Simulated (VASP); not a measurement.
NaI (rock salt) relaxed at rising pressure, in one space group throughout; other phases were not tried. The pressures are those reached. Computed with PBE GGA, VASP's PBE PAW potentials (set 64) (plane waves; VASP).

```
P (GPa)  V (Å³/atom)  k-mesh
-------  -----------  ------
0.07          34.677   7×7×7
5.02          28.382   8×8×8
10.02         25.416   8×8×8
19.96         22.132   8×8×8
29.87         20.172   8×8×8
```

A change of mesh leaves a small step in the series.

Fit an equation of state and predict the volume at 44.83 GPa.

Least squares on the third-order Birch-Murnaghan form, P = (3B0/2)(y⁷ − y⁵)[1 + (3/4)(B′ − 4)(y² − 1)] with y = (V0/V)^(1/3), gives V0 = 34.809 Å³/atom, B0 = 15 GPa and B′ = 4.6, and so 18.249 Å³/atom. The run gave 18.229 Å³/atom, -0.1 % from the fit.

Pressures at which the relaxation failed are left out.

The compound is NaI in the rock salt structure.
